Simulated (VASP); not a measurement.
Input of a VASP 6.6.1 run:

Contents of INCAR:

```
SYSTEM = Au
ALGO = Normal
EDIFF = 1E-7
EDIFFG = -0.005
ENCUT = 600
GGA = PE
IBRION = 2
ISIF = 3
ISMEAR = 0
LASPH = .TRUE.
LCHARG = .FALSE.
LREAL = .FALSE.
LWAVE = .FALSE.
NELM = 60
NSW = 90
PREC = Accurate
SIGMA = 0.1
```

Contents of KPOINTS:

```
k-points
0
G
  18 18 18
  0 0 0
```

POSCAR

```
Au
1.0
    0.0000000000      2.0585000000      2.0585000000
    2.0585000000      0.0000000000      2.0585000000
    2.0585000000      2.0585000000      0.0000000000
Au
1
Direct
    0.0000000000      0.0000000000      0.0000000000
```

Potentials or basis: VASP PAW PBE potentials, release 64 (Au).

Command:

```bash
$ cat potpaw_PBE.64/Au/POTCAR > POTCAR
$ mpirun -np 1 vasp_std > vasp.out
```

Task: Predict the relaxed volume.

Result: 17.95 Å³/atom.

Task: Estimate the band gap on the k mesh.

Result: None (metal or under the smearing width).

Task: What does it give for the relaxed cell?

Result: a = 2.939 Å, b = 2.939 Å, c = 2.939 Å, α = 60.00°, β = 60.00°, γ = 60.00°.

Final structure:
```
Au
1.0
     0.00000    2.07827    2.07827
     2.07827    0.00000    2.07827
     2.07827    2.07827    0.00000
Au
1
Direct
  0.00000 0.00000 0.00000
```

Spin-orbit coupling is left out, which matters for the levels of Au. Zero-point motion and thermal expansion aren't in these numbers.
